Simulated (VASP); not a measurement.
Here is the system:

```yaml
crystal:
  lattice:
    - [1.79147, -3.10292, 0.00000]
    - [1.79147, 3.10292, 0.00000]
    - [0.00000, 0.00000, 5.53475]
  atoms:
    - { symbol: Er, position: [0.33333, 0.66667, 0.25000] }
    - { symbol: Er, position: [0.66667, 0.33333, 0.75000] }
```

These are PBE GGA, VASP's PBE PAW potentials (set 64) (plane waves; VASP) values and carry that method's errors. Numerical set-up: 400 eV cut-off, 11×11×6 Γ-centred mesh, first-order Methfessel-Paxton smearing of 0.10 eV, potentials Er_3.

The 4f electrons are frozen in the core of the lanthanide potential, so 4f levels, which can set the real gap, and their magnetism are missing.

What does the run give for the energy per atom (σ→0), band gap (on the k-mesh) with the smallest direct gap where there is one?

```json
{
  "band gap (on the k-mesh)": "none (metal, semimetal or under 0.01 eV)",
  "energy per atom (σ→0)": "-4.501 eV/atom"
}
```

Total energies compare only between runs with the same potentials, cut-off and functional.

The compound is Er in the hcp structure. It was relaxed first. The start is the result of an earlier pass.
